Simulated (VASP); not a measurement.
A calculation with VASP 6.6.1 of Lu2Ge3 (native input, structure from a POSCAR):

File INCAR:

```
PREC = Accurate
ENCUT = 600
EDIFF = 1E-7
ISMEAR = 0
SIGMA = 0.02
LREAL = False
LASPH = True
NELM = 60
ALGO = Normal
ISIF = 2
LWAVE = False
LCHARG = True
GGA = PS
LELF = True
LVHAR = True
```

KPOINTS

```
regular mesh
0
Gamma
  4 7 7
```

The input POSCAR:

```
Lu2Ge3
6.8488
    1.000004088307      0.000000000000      0.000000000000
    0.000000000000      0.315894463322      0.550616750467
    0.000000000000     -0.315894463322      0.550616750467
Lu Ge
2 3
Direct
    0.2707740000      0.0000440000      0.0000440000
    0.7292260000      0.0000440000      0.0000440000
    0.0000000000      0.3336090000      0.3336090000
    0.5000000000      0.3331770000      0.3331770000
    0.0000000000      0.6665080000      0.6665080000
```

Potentials or basis: VASP PAW PBE potentials, release 64 (Lu_3, Ge_d), 4f in core.

Launch:

```bash
$ cat potpaw_PBE.64/Lu_3/POTCAR potpaw_PBE.64/Ge_d/POTCAR > POTCAR
$ mpirun -np 1 vasp_std > vasp.out
```

The cell comes from a database or a generator and needn't be the stable form of this composition.

Task: Write the same calculation in another form: ASE script, structure typed inline.

Result: As run:

run.py

```python
from ase import Atoms
from ase.calculators.vasp import Vasp
from ase.dft.bandgap import bandgap

atoms = Atoms(
    ['Lu', 'Lu', 'Ge', 'Ge', 'Ge'],
    cell=[[6.848828, 0.0, 0.0], [0.0, 2.1634980004, 3.7710640006], [0.0, -2.1634980004, 3.7710640006]],
    scaled_positions=[[0.270774, 4.4e-05, 4.4e-05], [0.729226, 4.4e-05, 4.4e-05], [0.0, 0.333609, 0.333609], [0.5, 0.333177, 0.333177], [0.0, 0.666508, 0.666508]],
    pbc=True,
)
calc = Vasp(
    directory='calc',
    xc='pbesol',
    pp='PBE',
    setups={'base': 'minimal', 'Lu': '_3', 'Ge': '_d'},
    prec='Accurate',
    encut=600,
    ediff=1e-07,
    ismear=0,
    sigma=0.02,
    lreal=False,
    lasph=True,
    nelm=100,
    algo='Normal',
    isif=2,
    lwave=False,
    lcharg=True,
    lelf=True,
    lvhar=True,
    kpts=[4, 7, 7],
    gamma=True,
    nbands=38,
)
atoms.calc = calc

print('energy (eV):', atoms.get_potential_energy())
print('free energy (eV):', atoms.get_potential_energy(force_consistent=True))
print('forces (eV/A):')
print(atoms.get_forces())
print('stress (eV/A^3, Voigt):', atoms.get_stress())
print('Fermi level (eV):', calc.get_fermi_level())
gap, top, bottom = bandgap(calc)
print('band gap (eV):', gap, 'from (spin, k, band)', top, 'to', bottom)
```

Potentials or basis: VASP PAW PBE potentials, release 64 (Lu_3, Ge_d), 4f in core.

Run with:

```console
$ python run.py
```

Both were run:

|  | native input, structure from a POSCAR | ASE script, structure typed inline |
| --- | --- | --- |
| Pressure | -2.4 GPa | -2.4 GPa |
| Largest force | 0.178 eV/Å | 0.177 eV/Å |
| Band gap on the k mesh | none (metal or under the smearing width) | none (metal or under the smearing width) |

Keys that steer only the numerical path or the files written may differ.

Caveat: the PAW data sets were made with another functional, which shifts forces and pressure a little.
